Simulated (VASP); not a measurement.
The input files of a VASP run:

**INCAR**
```
# general
SYSTEM  = HgTe
PREC    = Accurate
ENCUT   = 400
LREAL   = .FALSE.
LASPH   = .TRUE.

# electronic loop
EDIFF   = 1E-7
NELM    = 100
ALGO    = Normal
LMAXMIX = 6

# smearing
ISMEAR  = -5

# functional
GGA     = PS

# ions
ISIF    = 2

# output
LWAVE   = .FALSE.
LCHARG  = .TRUE.
LORBIT  = 11
NEDOS   = 601
```

POSCAR:
```
HgTe
1
    0.0000000000     3.2581337562     3.2581337562
    3.2581337562    -0.0000000000     3.2581337562
    3.2581337562     3.2581337562    -0.0000000000
Hg Te
1 1
Direct
  0.0000000000   1.0000000000   0.0000000000
  0.2500000000   0.2500000000   0.2500000000
```

KPOINTS:
```
Regular mesh
0
gamma
 11 11 11
0 0 0
```

POTCAR, in this order: Hg Te (PBE.64 set). Program: vasp_std.

Problem. Write an equivalent input for Quantum ESPRESSO's pw.x.

Solution. One equivalent input (not run):
```
&CONTROL
  calculation = 'scf'
  pseudo_dir = './pseudo'
  outdir = './out'
  tprnfor = .true.
  tstress = .true.
/
&SYSTEM
  ibrav = 0
  nat = 2
  ntyp = 2
  ecutwfc = 82.3
  occupations = 'tetrahedra'
  input_dft = 'pbesol'
/
&ELECTRONS
  conv_thr = 7.3e-09
  electron_maxstep = 100
/
ATOMIC_SPECIES
  Hg 200.592 Hg.upf
  Te 127.600 Te.upf
CELL_PARAMETERS angstrom
     0.0000000    3.2581338    3.2581338
     3.2581338   -0.0000000    3.2581338
     3.2581338    3.2581338   -0.0000000
ATOMIC_POSITIONS crystal
  Hg   0.0000000  1.0000000  0.0000000
  Te   0.2500000  0.2500000  0.2500000
K_POINTS automatic
  11 11 11 0 0 0
```
The two are equivalent in intent, not identical: the potentials are each code's own (VASP's PAW set, PseudoDojo norm-conserving files in pw.x), so ENCUT and ecutwfc are chosen apart and not converted; conv_thr bounds pw.x's estimated SCF error, while EDIFF bounds the energy change between steps.

The structure was generated: HgTe was put into the zinc blende type (F-43m), which need not be its known phase. It was relaxed first, which changed the volume by +14 %.
